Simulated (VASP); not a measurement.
Output of a VASP run:

**OUTCAR**
```
 ion  position               nearest neighbor table
   1  0.000  0.000  0.000-   3 1.95   6 1.95   5 1.97   4 1.97   4 1.97   5 1.97   2 3.55   2 3.55
                             2 3.55   2 3.55   2 3.55   2 3.55   2 3.55   2 3.55
   2  0.500  0.500  0.500-   4 1.95   5 1.95   3 1.97   6 1.97   3 1.97   6 1.97   1 3.55   1 3.55
                             1 3.55   1 3.55   1 3.55   1 3.55   1 3.55   1 3.55
   3  0.304  0.304  0.000-   1 1.95   2 1.97   2 1.97
   4  0.804  0.196  0.500-   2 1.95   1 1.97   1 1.97
   5  0.196  0.804  0.500-   2 1.95   1 1.97   1 1.97
   6  0.696  0.696  0.000-   1 1.95   2 1.97   2 1.97
  LATTYP: Found a simple tetragonal cell.
 ALAT       =     4.5375934899
 C/A-ratio  =     0.6675184145
 Subroutine PRICEL returns:
 Original cell was already a primitive cell.
 Subroutine GETGRP returns: Found 16 space group operations
The static configuration has the point symmetry D_2h.
 The point group associated with its full space group is D_4h.
The dynamic configuration has the point symmetry D_2h.
 Subroutine INISYM returns: Found 16 space group operations
 Subroutine IBZKPT returns following result:
 Found     50 irreducible k-points:

 Following reciprocal coordinates:
            Coordinates               Weight
  0.000000  0.000000  0.000000      1.000000
  0.166667  0.000000  0.000000      4.000000
  0.333333  0.000000  0.000000      4.000000
  0.500000  0.000000  0.000000      2.000000
  0.166667  0.166667  0.000000      4.000000
  0.333333  0.166667  0.000000      8.000000
  0.500000  0.166667  0.000000      4.000000
  0.333333  0.333333  0.000000      4.000000
  0.500000  0.333333  0.000000      4.000000
  0.500000  0.500000  0.000000      1.000000
  0.000000  0.000000  0.125000      2.000000
  0.166667  0.000000  0.125000      8.000000
  0.333333  0.000000  0.125000      8.000000
  0.500000  0.000000  0.125000      4.000000
  0.166667  0.166667  0.125000      8.000000
  0.333333  0.166667  0.125000     16.000000
  0.500000  0.166667  0.125000      8.000000
  0.333333  0.333333  0.125000      8.000000
  0.500000  0.333333  0.125000      8.000000
  0.500000  0.500000  0.125000      2.000000
  0.000000  0.000000  0.250000      2.000000
  0.166667  0.000000  0.250000      8.000000
  0.333333  0.000000  0.250000      8.000000
  0.500000  0.000000  0.250000      4.000000
  0.166667  0.166667  0.250000      8.000000
  0.333333  0.166667  0.250000     16.000000
  0.500000  0.166667  0.250000      8.000000
  0.333333  0.333333  0.250000      8.000000
  0.500000  0.333333  0.250000      8.000000
  0.500000  0.500000  0.250000      2.000000
  0.000000  0.000000  0.375000      2.000000
  0.166667  0.000000  0.375000      8.000000
  0.333333  0.000000  0.375000      8.000000
  0.500000  0.000000  0.375000      4.000000
  0.166667  0.166667  0.375000      8.000000
  0.333333  0.166667  0.375000     16.000000
  0.500000  0.166667  0.375000      8.000000
  0.333333  0.333333  0.375000      8.000000
  0.500000  0.333333  0.375000      8.000000
  0.500000  0.500000  0.375000      2.000000
   k-points           NKPTS =     50   k-points in BZ     NKDIM =     50   number of bands    NBANDS=      8
   number of dos      NEDOS =    601   number of ions     NIONS =      6
   total plane-waves  NPLWV =  31104
   dimension x,y,z NGX =    36 NGY =   36 NGZ =   24
   dimension x,y,z NGXF=    72 NGYF=   72 NGZF=   48
   ions per type =               2   4
   PREC   = accura    normal or accurate (medium, high low for compatibility)
   ISTART =      0    job   : 0-new  1-cont  2-samecut
   ICHARG =      2    charge: 1-file 2-atom 10-const
   ISPIN  =      1    spin polarized calculation?
   LNONCOLLINEAR =      F non collinear calculations
   LSORBIT =      F    spin-orbit coupling
   INIWAV =      1    electr: 0-lowe 1-rand  2-diag
   ENCUT  =  520.0 eV  38.22 Ry    6.18 a.u.   8.44  8.44  5.63*2*pi/ulx,y,z
   NELM   =    100;   NELMIN=  2; NELMDL= -5     # of ELM steps
   EDIFF  = 0.1E-06   stopping-criterion for ELM
...
```

**OSZICAR**
```
       N       E                     dE             d eps       ncg     rms          rms(c)
DAV:   1     0.224752446395E+01    0.22475E+01   -0.31394E+03   800   0.751E+02
DAV:   2    -0.179242170786E+02   -0.20172E+02   -0.19869E+02  1040   0.821E+01
DAV:   3    -0.186520946614E+02   -0.72788E+00   -0.72788E+00  1072   0.217E+01
DAV:   4    -0.186535427774E+02   -0.14481E-02   -0.14481E-02  1088   0.989E-01
DAV:   5    -0.186535479055E+02   -0.51281E-05   -0.51281E-05  1056   0.439E-02    0.666E+00
DAV:   6    -0.177183991469E+02    0.93515E+00   -0.72521E-01   880   0.521E+00    0.344E+00
DAV:   7    -0.173990116578E+02    0.31939E+00   -0.98847E-01   880   0.670E+00    0.515E-01
DAV:   8    -0.174118553982E+02   -0.12844E-01   -0.26438E-02   928   0.131E+00    0.813E-02
DAV:   9    -0.174118884282E+02   -0.33030E-04   -0.66561E-04  1088   0.213E-01    0.221E-02
DAV:  10    -0.174119489823E+02   -0.60554E-04   -0.13567E-04   904   0.996E-02    0.106E-02
DAV:  11    -0.174119473227E+02    0.16597E-05   -0.75976E-06   944   0.172E-02    0.233E-03
DAV:  12    -0.174119474479E+02   -0.12521E-06   -0.48118E-07   936   0.589E-03    0.284E-04
DAV:  13    -0.174119474631E+02   -0.15227E-07   -0.19860E-08   648   0.118E-03
   1 F= -.17411947E+02 E0= -.17411947E+02  d E =0.000000E+00
```

OUTCAR:
```
------------------------ aborting loop because EDIFF is reached ----------------------------------------
  FORCE on cell =-STRESS in cart. coord.  units (eV):
  Direction    XX          YY          ZZ          XY          YZ          ZX
  --------------------------------------------------------------------------------------
  Total        0.1114279      0.1114279      0.0331693      0.0000000      0.0000000      0.0000000
  in kB        2.8626251      2.8626251      0.8521319      0.0000000      0.0000000      0.0000000
  external PRESSURE =       2.1924607 kB  Pullay stress =       0.0000000 kB
  volume of cell :       62.36
      direct lattice vectors                 reciprocal lattice vectors
     4.537593490  0.000000000  0.000000000     0.220381134  0.000000000  0.000000000
     0.000000000  4.537593490  0.000000000     0.000000000  0.220381134  0.000000000
     0.000000000  0.000000000  3.028927212     0.000000000  0.000000000  0.330149895
 POSITION                                       TOTAL-FORCE (eV/Angst)
 -----------------------------------------------------------------------------------
      0.00000      0.00000      0.00000         0.000000      0.000000      0.000000
      2.26880      2.26880      1.51446         0.000000      0.000000      0.000000
      1.38047      1.38047      0.00000         0.007340      0.007340     -0.000000
      3.64926      0.88833      1.51446         0.007340     -0.007340      0.000000
      0.88833      3.64926      1.51446        -0.007340      0.007340     -0.000000
      3.15713      3.15713      0.00000        -0.007340     -0.007340      0.000000
 -----------------------------------------------------------------------------------
    total drift:                                0.000000      0.000000     -0.000000
  FREE ENERGIE OF THE ION-ELECTRON SYSTEM (eV)
  ---------------------------------------------------
  free  energy   TOTEN  =       -17.4119474631 eV

  energy  without entropy=      -17.4119474631  energy(sigma->0) =      -17.41194746

 total charge

# of ion       s       p       d       tot
------------------------------------------
    1        0.145   0.143   0.037   0.325
    2        0.145   0.143   0.037   0.325
    3        0.575   0.002   0.000   0.577
    4        0.575   0.002   0.000   0.577
    5        0.575   0.002   0.000   0.577
    6        0.575   0.002   0.000   0.577
--------------------------------------------------
tot          2.590   0.294   0.075   2.959

 Electric field gradients after diagonalization (V/A^2)
 (convention: |V_zz| > |V_xx| > |V_yy|)
----------------------------------------------------------------------
 ion       V_xx      V_yy      V_zz     asymmetry (V_yy - V_xx)/ V_zz
----------------------------------------------------------------------
   1       5.430     0.164    -5.594       0.941
   2       5.430     0.164    -5.594       0.941
   3       4.149     1.008    -5.157       0.609
   4       4.149     1.008    -5.157       0.609
   5       4.149     1.008    -5.157       0.609
   6       4.149     1.008    -5.157       0.609
```
(Selected blocks of OUTCAR.)

File POSCAR:
```
MgH2
1
    4.5375934899     0.0000000000     0.0000000000
    0.0000000000     4.5375934899     0.0000000000
    0.0000000000     0.0000000000     3.0289272121
Mg H
2 4
Direct
  1.0000000000   0.0000000000   0.0000000000
  0.5000000000   0.5000000000   0.5000000000
  0.3042285126   0.3042285126   1.0000000000
  0.8042285126   0.1957714874   0.5000000000
  0.1957714874   0.8042285126   0.5000000000
  0.6957714874   0.6957714874   0.0000000000
```

Write an INCAR and KPOINTS that could have produced this output.

This is not unique; one that fits is the input of the run itself, revPBE GGA, plane waves, VASP's PBE PAW potentials (set 64).

File KPOINTS:
```
K-points
0
G
6 6 8
0 0 0
```

INCAR:
```
SYSTEM = MgH2
PREC = Accurate
ENCUT = 520
EDIFF = 1E-7
NELM = 100
ALGO = Normal
LREAL = .FALSE.
LASPH = .TRUE.
ISMEAR = -5
GGA = RE
LWAVE = .FALSE.
LCHARG = .TRUE.
LORBIT = 11
NEDOS = 601
ISIF = 2
LEFG = .TRUE.
```

POTCAR, in this order: Mg H (PBE.64 set). Program: vasp_std.

The compound is MgH2 in the rutile structure. It was relaxed first.
